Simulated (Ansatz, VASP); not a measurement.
## BN: VASP beside Ansatz

Wanted: the spread between two codes on one cell, functional and k mesh. The structure shown is the end of the Ansatz relaxation below. Other levels of theory on this material are compared in a session of their own.

Method: plane waves, with VASP 6.6.1 beside it; single point at PBE, in Ansatz 0.2.0.

## Step 1: The starting structure

Symmetry: P6_3/mmc, No. 194, hexagonal system. Conventional cell: a = 2.512 Å, b = 2.512 Å, c = 8.372 Å, α = 90.00°, β = 90.00°, γ = 120.00°. B has 3 N at 1.45 Å nearest. Nearest to N lie 3 B at 1.45 Å. Farther neighbours and most contacts between anions are not listed.

## Step 2: Ansatz: relaxation, PBE

Ansatz runs on its default PAW (the set named soft_2) files.

This run makes the geometry at which the two programs are then compared.

The input, input.yaml:

```yaml
crystal:
  lattice:
    - [2.4995312958, 0.0, 0.0]
    - [-1.2497656479, 2.1646575998, 0.0]
    - [0.0, 0.0, 8.455942046]
  atoms:
    - { symbol: B, position: [0.3333333333, 0.6666666667, 0.25] }
    - { symbol: B, position: [0.6666666667, 0.3333333333, 0.75] }
    - { symbol: "N", position: [0.3333333333, 0.6666666667, 0.75] }
    - { symbol: "N", position: [0.6666666667, 0.3333333333, 0.25] }
kpoints:
  mp_grid: { grid: [9, 9, 4] }
hamiltonian:
  xc: pbe
scf:
  occupations: { method: fixed }
output:
  forces: true
  stress: true
  eigenvalues: true
relax:
  adjacent_minimum: "off"
  f_tol: 0.001
  max_steps: 60
  cell: { stress_tol: 0.01, fix: [volume] }
```

Command:

```bash
> ansatz run input.yaml --threads 4 --pin off --max-ram 7168MiB --backend cpu --events-out ev --progress --plain --runs-dir out
```

Numbers of over 12 decimals in the logs are rounded to 6 here.

Output:

```text
Engine: ansatz 0.2.0, x86_64-unknown-linux-gnu
Pseudopotentials: kind: paw
Pseudopotential: B, paw, valence charge 3, recommended cutoff 420 eV (normal), B.paw.azcp
Pseudopotential: N, paw, valence charge 5, recommended cutoff 420 eV (normal), N.paw.azcp
Functional definition: PBE
  parameter kappa = 0.804
  parameter beta = 0.066725
  exchange = pbe_x(kappa = kappa, mu = beta*pi^2/3)
  correlation = pbe_c(beta = beta)
Crystal: 4 atoms, lattice volume = 45.752 Å³
Basis set: ecut = 420 eV, 887 PW (Γ), exchange–correlation on 36×36×120 points (8 copies of the dense FFT grid, shifted against one another)
Bands: 12, of which v1, the nominal top of the filled ones, is band 8 counted from 1 (7 counted from 0)
Symmetry: 24 space group operations
Space group: P63/mmc (ITA 194), of the structure as read, at distance tolerance 3.6e-5 Å
k-points: 36 of 324
Non-local potential: B, projectors of the file, l = 0: 2, l = 1: 2, l = 2: 1
Non-local potential: N, projectors of the file, l = 0: 2, l = 1: 2, l = 2: 1
PAW form: soft (Blöchl's): semilocal exchange-correlation on the pseudo side does not see the compensation charge
PAW one-centre angular grid: B, 110 points (default); XC on 64 Gauss nodes
PAW one-centre angular grid: N, 110 points (default); XC on 64 Gauss nodes
Initial density: superposition of atomic densities (neutral atoms: chi_scale 0, normalization atom), corrected by the library's trained network
Initial wavefunctions: pseudopotential atomic-orbital guess
Functional: x = pbe(κ = 0.804, μ = 0.219515), c = pbe(β = 0.066725)
SCF iter   1: F=—  HF=-1084.852950 eV  |F-HF|=—  |Δ(HF+E_count)|=         —  Δρ=3.69e-3  dr2=2.05e-3  ethr=1.77e-3  ⟨swp⟩=5.2  Hψ=2306  notcnv=0  defer=71
preconditioner: auto → none  [insulator: Δε(μ)=4.323 eV  Ē_g=15.415 eV  n_scr=6 (ndim 8)  ℏωp=22.0 eV  f_vac=0.242  ε∞_Penn≈3.0]
SCF iter   2: F=—  HF=-1084.854427 eV  |F-HF|=—  |Δ(HF+E_count)|=   1.48e-3  Δρ=1.59e-3  dr2=3.33e-4  ethr=1.28e-5  ⟨swp⟩=2.6  Hψ=1048  notcnv=0  defer=72
SCF iter   3: F=—  HF=-1084.854844 eV  |F-HF|=—  |Δ(HF+E_count)|=   4.17e-4  Δρ=7.52e-4  dr2=6.02e-5  ethr=2.08e-6  ⟨swp⟩=2.0  Hψ=720  notcnv=0  defer=71
SCF iter   4: F=—  HF=-1084.855000 eV  |F-HF|=—  |Δ(HF+E_count)|=   1.56e-4  Δρ=5.97e-5  dr2=7.32e-7  ethr=3.77e-7  ⟨swp⟩=2.0  Hψ=788  notcnv=0  defer=68
iter 5 did not close the SCF: its close was put off for the readings that it lacked (scf_convergence_deferred on its scf_iter line)
SCF iter   5: F=-1084.855003 eV  HF=-1084.855003 eV  |F-HF|=3.72e-8  |Δ(HF+E_count)|=   2.40e-6  Δρ=8.03e-6  dr2=1.93e-8  ethr=4.58e-9  ⟨swp⟩=2.2  Hψ=708  notcnv=0  defer=68
SCF iter   6: F=-1084.855003 eV  HF=-1084.855003 eV  |F-HF|=1.21e-10  |Δ(HF+E_count)|=   4.41e-8  Δρ=1.36e-6  dr2=5.33e-10  ethr=1.21e-10  ⟨swp⟩=5.5  Hψ=2298  notcnv=0
SCF 1 converged in 6 iterations: F = -1084.855003 eV  dr2 = 5.33e-10
  greatest PAW one-centre occupation: 0.798 electrons in one spin orbital (limit 2), on the N atom at site 3 (counted from 0), in its partial waves of l = 0
relax step   1: F+E_penalty+E_count = -1084.85500255 eV  Δ(F+E_penalty+E_count) = +0.000e0 eV  max|allowed force component| = 5.921e-16 eV/Å  Δτ_max = 0.0000 Å  P = +2.882 GPa  Ω = 45.752 Å³  fix = [volume]  reactions: volume +2.882 GPa  (6 SCF iters, dr2 threshold 1.00e-7 eV, accepted)
[...]
relax step   3: F+E_penalty+E_count = -1084.86119713 eV  Δ(F+E_penalty+E_count) = -1.006e-3 eV  max|allowed force component| = 5.933e-16 eV/Å  Δτ_max = 0.0000 Å  P = +0.110 GPa  Ω = 45.752 Å³  energy of the carried Pulay correction = +2.298e-4 eV  fix = [volume]  reactions: volume +0.110 GPa  (4 SCF iters, dr2 threshold 4.00e-7 eV, accepted)
[...]
relax step   4: F+E_penalty+E_count = -1084.86097787 eV  Δ(F+E_penalty+E_count) = +2.193e-4 eV  max|allowed force component| = 5.921e-16 eV/Å  Δτ_max = 0.0000 Å  P = +0.110 GPa  Ω = 45.752 Å³  fix = [volume]  reactions: volume +0.110 GPa  stress off target by 7.56e-2 GPa on what of the cell is left free  SCF on the basis re-selected at this cell (its energy is not comparable with the rows above)  (6 SCF iters)
[...]
relax step   5: F+E_penalty+E_count = -1084.86098821 eV  Δ(F+E_penalty+E_count) = -1.033e-5 eV  max|allowed force component| = 1.333e-15 eV/Å  Δτ_max = 0.0000 Å  P = +0.037 GPa  Ω = 45.752 Å³  energy of the carried Pulay correction = +6.113e-6 eV  fix = [volume]  reactions: volume +0.037 GPa  (4 SCF iters, dr2 threshold 1.43e-8 eV, accepted)
[...]
relax step   6: F+E_penalty+E_count = -1084.86101279 eV  Δ(F+E_penalty+E_count) = -2.458e-5 eV  max|allowed force component| = 1.184e-15 eV/Å  Δτ_max = 0.0000 Å  P = +0.037 GPa  Ω = 45.752 Å³  fix = [volume]  reactions: volume +0.037 GPa  stress off target by 1.90e-3 GPa on what of the cell is left free  SCF on the basis re-selected at this cell (its energy is not comparable with the rows above)  (5 SCF iters)
basis re-selected at this cell: Δ(F+E_penalty+E_count) = -2.458e-5 eV, ΔP = -0.000 GPa vs the last step (what re-selecting the basis moved, of the pressure what is left beyond the Pulay correction that the steps carried, after the strain that the cell walked since its last selection, with what the two solves' SCF thresholds leave and, on support functions, any second-order correction that the steps lacked; it is no m [...]
SCF converged after 5 iterations
Free energy (F): -1084.861013 eV
Harris-Foulkes:  -1084.861013 eV  (|F-HF|=1.59e-12)
Internal energy: -1084.861013 eV  (E = F + TS)
E sigma→0 (E₀):  -1084.861013 eV
Fermi energy:    2.528818 eV
--- Per-component energies (eV) ---
  E_band       = -73.304055
  E_kinetic    = 365.529270
  E_local      = -961.736823  (includes V_loc(G=0)·N_el)
  E_nonlocal   = 115.413669
  E_hartree    = 340.633773
  E_xc         = -184.011634
  E_vxc        = -228.229783  (∫ρ·V_xc dr)
  E_paw        = -413.513619  (= ΣΔE_a)
  E_vpaw       = -45.548127  (= ΣTr[D̂ρ^β])
  E_aug_tail   = 0.000194  (compensation charges beyond the density's cutoff)
  E_ewald      = -347.175843
  E_smearing   = -0.000000  (= −TS)
  E_closure    = 0.000000  (closes the sum)
  Σ components = -1084.861013   (vs F -1084.861013, Δ=0.00e0)
--- Forces (eV/Å), atoms counted from 1 ---
  atom   1  B      0.00000000    -0.00000000    -0.00000000
  atom   2  B      0.00000000     0.00000000     0.00000000
  atom   3  N     -0.00000000    -0.00000000     0.00000000
  atom   4  N     -0.00000000     0.00000000    -0.00000000
  max |Σ_I F_I| component: 2.04e-16 eV/Å
--- Stress (GPa, compression-positive) ---
        0.037880      -0.000000       0.000000
       -0.000000       0.037880       0.000000
        0.000000       0.000000       0.035030
  P = ⅓ Tr σ = 0.0369 GPa (0.369 kbar)
--- Band table (eV; the first three rows and the last of 36) ---
  k-point 0: bands = [... 4 lower, 1.1807, 1.1807, 1.1821, 1.1821, 6.9204, 10.2605, 12.5550, 14.0622]
  k-point 1: bands = [... 4 lower, 1.1806, 1.1806, 1.1818, 1.1818, 7.2636, 9.4446, 13.2402, 14.0645]
  k-point 2: bands = [... 4 lower, 1.1809, 1.1809, 1.1809, 1.1809, 8.1956, 8.1956, 14.0693, 14.0693]
  k-point 35: bands = [... 4 lower, -4.6226, -4.6226, 2.5288, 2.5288, 7.1878, 7.1878, 14.6879, 14.6879]
--- Relaxed structure (4 steps of the walk, 4 accepted, 2 SCFs on fresh bases) ---
  F+E_penalty+E_count = -1084.86101279 eV   max|allowed force component| = 1.184e-15 eV/Å   (the final SCF, on the basis selected at the relaxed cell)
  cell:  # Å, volume = 45.7520 Å³
    - [2.512048, 0, 0.0]
    - [-1.256024, 2.175497, 0.0]
    - [0.0, 0.0, 8.371886]
  atoms:
    - { symbol: B, position: [0.333333, 0.666667, 0.25] }
    - { symbol: B, position: [0.666667, 0.333333, 0.750000] }
    - { symbol: N, position: [0.333333, 0.666667, 0.750000] }
    - { symbol: N, position: [0.666667, 0.333333, 0.25] }
```

## Step 3: VASP: single point, PBE

The same cell, functional and mesh now go to VASP, with its own data sets.

Lines of VASP's logs that name or quote its potential files are left out, and so is its time.

The input, INCAR:

```
SYSTEM = BN
PREC = Accurate
ENCUT = 600
EDIFF = 1E-06
NELM = 120
ISMEAR = 0
SIGMA = 0.01
LREAL = .FALSE.
ALGO = Normal
GGA = PE
NBANDS = 14
LORBIT = 11
LWAVE = .FALSE.
LCHARG = .FALSE.
ISIF = 2
LASPH = .TRUE.
GGA_COMPAT = .FALSE.
EFERMI = MIDGAP
KPAR = 2
```

The input, POSCAR:

```
BN
1.0
    2.5120478843      0.0000000000      0.0000000000
   -1.2560239422      2.1754972834      0.0000000000
    0.0000000000      0.0000000000      8.3718864289
B N
2 2
Direct
    0.3333333333      0.6666666667      0.2500000000
    0.6666666667      0.3333333333      0.7500000000
    0.3333333333      0.6666666667      0.7500000000
    0.6666666667      0.3333333333      0.2500000000
```

The input, KPOINTS:

```
Automatic mesh
0
Gamma
9 9 4
0 0 0
```

The projector-augmented-wave data sets are B and N (PBE family, release 64).

Command:

```bash
> mpirun -np 2 vasp_std
```

Output:

```text
[banner, memory and clock lines left out]
running    2 mpi-ranks, on    1 nodes
 distrk:  each k-point on    1 cores,    2 groups
 distr:  one band on    1 cores,    1 groups

 POSCAR found type information on POSCAR B N
 POSCAR found :  2 types and       4 ions
 LDA part: xc-table for (Slater+PW92), standard interpolation
 POSCAR, INCAR and KPOINTS ok, starting setup
 FFT: planning ... GRIDC
 FFT: planning ... GRID_SOFT
 FFT: planning ... GRID
 WAVECAR not read
 entering main loop
       N       E                     dE             d eps       ncg     rms          rms(c)
DAV:   1     0.787405398742E+02    0.78741E+02   -0.85180E+03  1008   0.115E+03
DAV:   2    -0.328930770024E+02   -0.11163E+03   -0.10198E+03  1426   0.260E+02
DAV:   3    -0.388683459356E+02   -0.59753E+01   -0.59355E+01  1350   0.633E+01
DAV:   4    -0.389381039391E+02   -0.69758E-01   -0.69733E-01  1254   0.726E+00
DAV:   5    -0.389391865726E+02   -0.10826E-02   -0.10824E-02  1308   0.908E-01    0.112E+01
DAV:   6    -0.356427169315E+02    0.32965E+01   -0.68345E+00  1236   0.212E+01    0.499E+00
DAV:   7    -0.353206790174E+02    0.32204E+00   -0.55184E-01  1242   0.592E+00    0.312E+00
DAV:   8    -0.352153904940E+02    0.10529E+00   -0.34802E-01  1206   0.403E+00    0.517E-01
DAV:   9    -0.352116394644E+02    0.37510E-02   -0.20318E-02  1170   0.119E+00    0.202E-01
DAV:  10    -0.352135646308E+02   -0.19252E-02   -0.17848E-03  1038   0.360E-01    0.407E-02
DAV:  11    -0.352137903201E+02   -0.22569E-03   -0.19899E-04  1230   0.132E-01    0.305E-02
DAV:  12    -0.352138001248E+02   -0.98047E-05   -0.41209E-05  1110   0.533E-02    0.451E-03
DAV:  13    -0.352138006231E+02   -0.49828E-06   -0.22544E-06  1272   0.122E-02
   1 F= -.35213801E+02 E0= -.35213801E+02  d E =0.000000E+00
```

From OUTCAR (step 3):

```text
ion  position               nearest neighbor table
   1  0.333  0.667  0.250-   4 1.45   4 1.45   4 1.45
   2  0.667  0.333  0.750-   3 1.45   3 1.45   3 1.45
   3  0.333  0.667  0.750-   2 1.45   2 1.45   2 1.45
   4  0.667  0.333  0.250-   1 1.45   1 1.45   1 1.45

  LATTYP: Found a hexagonal cell.
 ALAT       =     2.5120478843
 C/A-ratio  =     3.3326938078

 Subroutine GETGRP returns: Found 24 space group operations
 (whereof 12 operations were pure point group operations)

The static configuration has the point symmetry D_3d.
 The point group associated with its full space group is D_6h.

 Found     36 irreducible k-points:

   k-points           NKPTS =     36   k-points in BZ     NKDIM =     36   number of bands    NBANDS=     14

   dimension x,y,z NGX =    20 NGY =   20 NGZ =   70
   dimension x,y,z NGXF=    40 NGYF=   40 NGZF=  140

   ENCUT  =  600.0 eV  44.10 Ry    6.64 a.u.   5.02  5.02 16.72*2*pi/ulx,y,z

   NELECT =      16.0000    total number of electrons

 k-points in reciprocal lattice and weights: Automatic mesh
   0.00000000  0.00000000  0.00000000       0.003
   0.11111111  0.00000000  0.00000000       0.019
   0.22222222  0.00000000  0.00000000       0.019
   0.33333333 -0.00000000  0.00000000       0.019
   0.44444444  0.00000000  0.00000000       0.019
   0.11111111  0.11111111  0.00000000       0.019
   0.22222222  0.11111111  0.00000000       0.037
   0.33333333  0.11111111  0.00000000       0.037
   0.44444444  0.11111111  0.00000000       0.019
[...]
0.33333333  0.22222222  0.50000000       0.037
   0.33333333  0.33333333  0.50000000       0.006

 average (electrostatic) potential at core
       1 -30.7226       2 -30.7226       3 -66.6285       4 -66.6285

 E-fermi :   2.7763

 k-point     1 :       0.0000    0.0000    0.0000
  band No.  band energies     occupation
    ...
      4      -4.3140      2.00000
      5      -0.7691      2.00000
      6      -0.7691      2.00000
      7      -0.7665      2.00000
      8      -0.7665      2.00000
      9       4.9716      0.00000
     10       8.3140      0.00000
     11      10.6181      0.00000
     12      12.0874      0.00000
     13      12.0955      0.00000
    ...

 k-point     2 :       0.1111    0.0000    0.0000
  band No.  band energies     occupation
    ...
      4      -4.0050      2.00000
      5      -1.7258      2.00000
      6      -1.7211      2.00000
      7      -1.2056      2.00000
      8      -1.2024      2.00000
      9       5.3875      0.00000
     10       8.4970      0.00000
     11      10.9450      0.00000
     12      11.9426      0.00000
     13      12.1913      0.00000
    ...

 k-point     3 :       0.2222    0.0000    0.0000
  band No.  band energies     occupation
    ...
      4      -3.8955      2.00000
      5      -3.6440      2.00000
      6      -3.1086      2.00000
      7      -2.1343      2.00000
      8      -2.1298      2.00000
      9       6.5065      0.00000
     10       8.6720      0.00000
     11      10.3727      0.00000
     12      10.9049      0.00000
     13      11.6297      0.00000
    ...

  Total        0.0019877      0.0019877     -0.0465319     -0.0000000     -0.0000000      0.0000000
  in kB        0.0696085      0.0696085     -1.6294910     -0.0000000     -0.0000000      0.0000000
  external PRESSURE =      -0.4967580 kB  Pullay stress =       0.0000000 kB

  energy-cutoff  :      600.00
  volume of cell :       45.75
      direct lattice vectors                 reciprocal lattice vectors
     2.512047884  0.000000000  0.000000000     0.398081584  0.229832509  0.000000000
    -1.256023942  2.175497283  0.000000000     0.000000000  0.459665019  0.000000000
     0.000000000  0.000000000  8.371886429     0.000000000  0.000000000  0.119447392

 POSITION                                       TOTAL-FORCE (eV/Angst)
 -----------------------------------------------------------------------------------
     -0.00000      1.45033      2.09297        -0.000000      0.000000      0.000000
      1.25602      0.72517      6.27891         0.000000     -0.000000      0.000000
     -0.00000      1.45033      6.27891         0.000000     -0.000000      0.000000
      1.25602      0.72517      2.09297        -0.000000      0.000000      0.000000
 -----------------------------------------------------------------------------------
    total drift:                                0.000000     -0.000000      0.000000

  FREE ENERGIE OF THE ION-ELECTRON SYSTEM (eV)
  ---------------------------------------------------
  free  energy   TOTEN  =       -35.2138006231 eV

  energy  without entropy=      -35.2138006231  energy(sigma->0) =      -35.21380062

 total charge
# of ion       s       p       d       tot
------------------------------------------
    1        0.740   1.414   0.000   2.155
    2        0.740   1.414   0.000   2.155
    3        1.221   2.778   0.000   3.999
    4        1.221   2.778   0.000   3.999
--------------------------------------------------
tot          3.923   8.385   0.000  12.308

[... 3 further parts left out ...]
```

The run ends at a pressure of -0.05 GPa.

## Step 4: Comparison

Known differences besides the potentials themselves: fixed occupations in Ansatz, narrow Gaussian smearing in VASP; the cutoff is 420 eV in Ansatz and 600 eV in VASP; Ansatz's pressure holds a Pulay correction, VASP's none. Total energies have different zeros and are not compared.

The two programs side by side:

```csv
quantity,Ansatz,VASP,difference
pressure (GPa),0.04,-0.05,+0.09
gap on the k mesh (eV),4.392,4.391,+0.001
```

A gap on the mesh is an upper bound, since the band edges may lie between its points.

## Step 5: Results

* difference in gap on the k mesh (single point, PBE): 8.6e-4 eV

What this shows: The difference in gap on the k mesh is 8.6e-4 eV (single point, PBE), within the 0.08 eV picked in this series as the mark of a large difference. 5 further runs of this series are not shown here. How closely two codes agree says nothing of how well the functional describes the real material.

[Lines on the potential files, build, host, timing and source positions are cut from VASP's logs without a mark.]

[Logs are printed without paths, hosts, clocks, repeated set-up lines and the standing remarks that a program may print on its own settings, such as how far it seeks lower states.]

[Hosts, paths, dates, database ids (printed as entryN), source tags and the programs' standing remarks are cut or masked in the printed files.]
